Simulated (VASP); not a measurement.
OSZICAR of a VASP run on K:

OSZICAR:
```
       N       E                     dE             d eps       ncg     rms          rms(c)
DAV:   1    -0.586974537514E+01   -0.58697E+01   -0.20715E-05   352   0.188E-02    0.349E-03
DAV:   2    -0.586974556483E+01   -0.18969E-06   -0.48764E-06   440   0.101E-02    0.219E-03
DAV:   3    -0.586974557685E+01   -0.12011E-07   -0.22707E-07   240   0.341E-03    0.931E-04
DAV:   4    -0.586974558640E+01   -0.95515E-08   -0.57777E-08   192   0.149E-03
   1 F= -.58697456E+01 E0= -.58655418E+01  d E =-.126114E-01
```

Problem. Which electronic solver shows in the log?

Solution. It is blocked Davidson (ALGO = Normal, or the opening steps of other solvers). The INCAR had ALGO = Normal.

Problem. Can the final energy be trusted as converged?

Solution. Self-consistency was reached. It stopped with EDIFF = 1E-6, NELM = 100 (PBEsol GGA, plane waves, VASP's PBE PAW potentials (set 64)).

The cell is a thin slab with vacuum, built from K (bcc): (111) face.
